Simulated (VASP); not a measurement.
# Li3SiP2 (R-3m) in VASP: notebook

Runs on Li3SiP2. Level: PBE. Tasks: single point, relaxation of cell and atoms.

Everything below comes from runs of VASP 6.6.1. Logs are shortened: lines on timing, memory, paths and dates and some standing lists are left out, and cuts for length are marked.

### 1 The structure

It takes space group R-3m (No. 166, trigonal). The conventional cell has a = 8.195 Å, b = 8.195 Å, c = 7.276 Å, α = 90.00°, β = 90.00°, γ = 120.00°. Li (site symmetry 2/m) is surrounded by 2 P at 2.38 Å. Around Si (site symmetry -3m) lie 2 P at 2.13 Å. P (site symmetry 3m) is surrounded by 1 Si at 2.13 Å and 3 Li at 2.38 Å.

The cell was built by a generator and needn't be a form met in nature.

### 2 Single point, PBE

Input file INCAR:

```
SYSTEM = Li3SiP2
PREC = Accurate ; ENCUT = 520
EDIFF = 1E-7 ; ISMEAR = 0
SIGMA = 0.1 ; LREAL = .False.
LASPH = .True. ; NELM = 60
ALGO = Fast ; ISIF = 2
LWAVE = .False. ; LCHARG = .False.
GGA = PE ; NBANDS = 20
```

Input file KPOINTS:

```
Automatic mesh
0
Gamma
  6 6 6
  0 0 0
```

Input file POSCAR:

```
Li3SiP2
1.0
    4.0972965975      2.3655752935      2.4254301508
   -4.0972965975      2.3655752935      2.4254301508
    0.0000000000     -4.7311505870      2.4254301508
Li Si P
3 1 2
Direct
    0.5000000000      0.5000000000      0.0000000000
    0.5000000000      0.0000000000      0.5000000000
    0.0000000000      0.5000000000      0.5000000000
    0.0000000000      0.0000000000      0.0000000000
    0.7069488802      0.7069488802      0.7069488802
    0.2930511198      0.2930511198      0.2930511198
```

Potentials or basis: VASP PAW PBE potentials, release 64 (Li_sv, Si, P).

Started as:

```sh
$ cat potpaw_PBE.64/Li_sv/POTCAR potpaw_PBE.64/Si/POTCAR potpaw_PBE.64/P/POTCAR > POTCAR
$ mpirun -np 1 vasp_std > vasp.out
```

OUTCAR:

```text
SYSTEM = Li3SiP2
   PREC = Accurate
   ENCUT = 520
   EDIFF = 1E-7
   ISMEAR = 0
   LREAL = .False.
   LASPH = .True.
   NELM = 60
   ISIF = 2
   GGA = PE

 ion  position               nearest neighbor table
   1  0.500  0.500  0.000-   5 2.38   6 2.38
   2  0.500  0.000  0.500-   5 2.38   6 2.38
   3  0.000  0.500  0.500-   5 2.38   6 2.38
   4  0.000  0.000  0.000-   5 2.13   6 2.13
   5  0.707  0.707  0.707-   4 2.13   1 2.38   3 2.38   2 2.38
   6  0.293  0.293  0.293-   4 2.13   1 2.38   3 2.38   2 2.38

  LATTYP: Found a trigonal (rhomboedric) cell.
 ALAT       =     5.3166246147
 COS(alpha) =    -0.1878259435

  Lattice vectors:

 A1 = (   4.0972965975,   2.3655752935,   2.4254301508)
 A2 = (  -4.0972965975,   2.3655752935,   2.4254301508)
 A3 = (   0.0000000000,  -4.7311505870,   2.4254301508)

Analysis of symmetry for initial positions (statically):
=====================================================================
 Subroutine PRICEL returns:
 Original cell was already a primitive cell.

 Routine SETGRP: Setting up the symmetry group for a
 trigonal (rhombohedral) supercell.

 Subroutine GETGRP returns: Found 12 space group operations
 (whereof 12 operations were pure point group operations)
 out of a pool of 12 trial point group operations.

The static configuration has the point symmetry D_3d.

Analysis of symmetry for dynamics (positions and initial velocities):
=====================================================================
 Subroutine PRICEL returns:
 Original cell was already a primitive cell.

 Routine SETGRP: Setting up the symmetry group for a
 trigonal (rhombohedral) supercell.

 Subroutine GETGRP returns: Found 12 space group operations
 (whereof 12 operations were pure point group operations)
 out of a pool of 12 trial point group operations.

The dynamic configuration has the point symmetry D_3d.

 Subroutine INISYM returns: Found 12 space group operations
 (whereof 12 operations are pure point group operations),
 and found     1 'primitive' translations

----------------------------------------------------------------------------------------

                                     Primitive cell

  volume of cell :     141.0504

  direct lattice vectors                    reciprocal lattice vectors
[... 97 lines left out ...]
   EDIFFG = 0.1E-05   stopping-criterion for IOM
   NSW    =      0    number of steps for IOM
   IBRION =     -1    ionic relax: 0-MD 1-quasi-New 2-CG
   NFREE  =      0    steps in history (QN), initial steepest desc. (CG)
   ISIF   =      2    stress and relaxation
   ISYM   =      2    0-nonsym 1-usesym 2-fastsym
   POTIM  = 0.5000    time-step for ionic-motion
   TEBEG  =    0.0;   TEEND  =   0.0 temperature during run
   PSTRESS=    0.0 pullay stress
   NELECT =      23.0000    total number of electrons
   NUPDOWN=      -1.0000    fix difference up-down
   EMIN   =  10.00;   EMAX   =-10.00  energy-range for DOS
   EFERMI =   0.00;   METHOD = LEGACY
   ISMEAR =     0;   SIGMA  =   0.10  broadening in eV -4-tet -1-fermi 0-gaus
   EFERMI_NEDOS =   21; number of points for ismear=-14 and -15
   IALGO  =     68    algorithm
   IMIX   =      4    mixing-type and parameters
     AMIX     =   0.40;   BMIX     =  1.00
     AMIX_MAG =   1.60;   BMIX_MAG =  1.00
  volume/ion in A,a.u.               =      23.51       158.64
  Fermi-wavevector in a.u.,A,eV,Ry     =   0.894388  1.690149 10.883711  0.799930
  Thomas-Fermi vector in A             =   2.016587
   LORBIT       =      0    0 simple, 1 ext, 2 COOP (PROOUT), +10 PAW based schemes
   GGA     = PE    functional components
   LHFCALC =     F    Hartree Fock is set to
   AEXX    =    0.0000 exact exchange contribution
   IVDW    =     0    specifies the selected vdW correction
   LEPSILON=     F    determine dielectric tensor
   LRPA    =     F    only Hartree local field effects (RPA)
 non-spin polarized calculation
 RMM-DIIS sequential band-by-band and
 Gauss-broadening in eV      SIGMA  =   0.10
  energy-cutoff  :      520.00
  volume of cell :      141.05
 maximum number of plane-waves:      3834
   NGX = 19   NGY = 19   NGZ = 19

 number of electron      23.0000021 magnetization

 Free energy of the ion-electron system (eV)
  ---------------------------------------------------
  ext. energy  EPLUGINS =         0.00000000
  ---------------------------------------------------
  free energy    TOTEN  =       -22.32558943 eV

  energy without entropy =      -22.31595724  energy(sigma->0) =      -22.32077333

 E-fermi :   2.6907     XC(G=0):  -7.5029

 val. band max:        2.6572358324   @ k =  -0.1667   0.1667   0.1667
 cond. band min:       2.7126131623   @ k =  -0.3333   0.1667   0.1667
 fundamental gap:      0.0553773299
 Fermi energy:         2.6906693868

 k-point     1 :       0.0000    0.0000    0.0000
  band No.  band energies     occupation
      1     -44.4301      2.00000
      2     -44.4271      2.00000
      3     -44.4271      2.00000
      4      -9.3693      2.00000
      5      -7.8803      2.00000
      6      -4.4799      2.00000
[... 541 lines left out ...]
     19       6.8602      0.00000
     20       8.1781      0.00000

 [... further k-points ...]

------------------------ aborting loop because EDIFF is reached ----------------------------------------

  FORCE on cell =-STRESS in cart. coord.  units (eV):
  Direction    XX          YY          ZZ          XY          YZ          ZX
  --------------------------------------------------------------------------------------
  -------------------------------------------------------------------------------------
  Total       -0.0019252     -0.0019252     -0.1748390      0.0000000      0.0000000      0.0000000
  in kB       -0.0218682     -0.0218682     -1.9859789      0.0000000      0.0000000      0.0000000
  external PRESSURE =      -0.6765717 kB  Pullay stress =       0.0000000 kB

 VOLUME and BASIS-vectors are now :
 -----------------------------------------------------------------------------
  energy-cutoff  :      520.00
  volume of cell :      141.05
      direct lattice vectors                 reciprocal lattice vectors
     4.097296597  2.365575294  2.425430151     0.122031683  0.070455025  0.137432667
    -4.097296597  2.365575294  2.425430151    -0.122031683  0.070455025  0.137432667
     0.000000000 -4.731150587  2.425430151     0.000000000 -0.140910050  0.137432667

 POSITION                                       TOTAL-FORCE (eV/Angst)
 -----------------------------------------------------------------------------------
      0.00000      2.36558      2.42543        -0.000000      0.000000     -0.000000
      2.04865     -1.18279      2.42543        -0.000000      0.000000     -0.000000
     -2.04865     -1.18279      2.42543         0.000000      0.000000     -0.000000
      0.00000      0.00000      0.00000        -0.000000      0.000000     -0.000000
      0.00000      0.00000      5.14397        -0.000000     -0.000000      0.034337
      0.00000      0.00000      2.13233        -0.000000      0.000000     -0.034337
 -----------------------------------------------------------------------------------
    total drift:                                0.000000      0.000000     -0.000000

  FREE ENERGIE OF THE ION-ELECTRON SYSTEM (eV)
  ---------------------------------------------------
  free  energy   TOTEN  =       -22.3255894290 eV

  energy  without entropy=      -22.3159572354  energy(sigma->0) =      -22.32077333
```

OSZICAR:

```text
N       E                     dE             d eps       ncg     rms          rms(c)
DAV:   1     0.103000801158E+03    0.10300E+03   -0.92266E+03  1280   0.100E+03
DAV:   2    -0.669310665356E+01   -0.10969E+03   -0.10512E+03  1552   0.225E+02
DAV:   3    -0.217557997874E+02   -0.15063E+02   -0.14949E+02  2176   0.559E+01
[... 22 lines left out ...]
RMM:  26    -0.223255890112E+02   -0.10747E-06   -0.18238E-06  1595   0.540E-03    0.104E-03
RMM:  27    -0.223255891512E+02   -0.13995E-06   -0.12872E-06  1482   0.476E-03    0.100E-03
RMM:  28    -0.223255891939E+02   -0.42730E-07   -0.10228E-06  1509   0.436E-03    0.982E-04
RMM:  29    -0.223255893729E+02   -0.17905E-06   -0.70306E-07  1460   0.400E-03    0.553E-04
RMM:  30    -0.223255894290E+02   -0.56069E-07   -0.52093E-07  1293   0.377E-03
   1 F= -.22325589E+02 E0= -.22320773E+02  d E =-.963219E-02
```

Run time: 88 s. Hardware: 1 thread of Intel Xeon 6975P-C (Granite Rapids), shared host; peak memory 0.28 GiB.

What came out:

```yaml
Free_energy: -22.3256 eV
Largest_force: 0.034 eV/Å
Band_gap_on_the_k_mesh: none (metal or under the smearing width)
```

Forces on the atoms (eV/Å):
```
Li   0.000  0.000  0.000
Li   0.000  0.000  0.000
Li   0.000  0.000  0.000
Si   0.000  0.000  0.000
P    0.000  0.000  0.034
P    0.000  0.000 -0.034
```

Levels at points of the mesh, in eV from the Fermi level:
| k point | band 9 | band 10 | band 11 | band 12 | band 13 | band 14 |
| --- | --- | --- | --- | --- | --- | --- |
| (0.00, 0.00, 0.00) | -2.50 | -2.19 | -2.19 | -0.90 | -0.90 | -0.49 |
| (0.50, 0.00, 0.00) | -3.24 | -2.97 | -2.74 | 0.71 | 1.21 | 1.47 |
| (0.50, 0.50, 0.00) | -2.45 | -2.35 | -2.22 | -0.49 | 0.11 | 0.81 |
| (0.50, 0.50, 0.50) | -3.88 | -3.15 | -3.15 | 1.27 | 1.27 | 2.91 |

Caveat: the cutoff is under 1.25 times the usual one of these potentials, so pressure, stress and relaxed cells hold a basis-set (Pulay) error.

(Continued in part 2 of 2.)
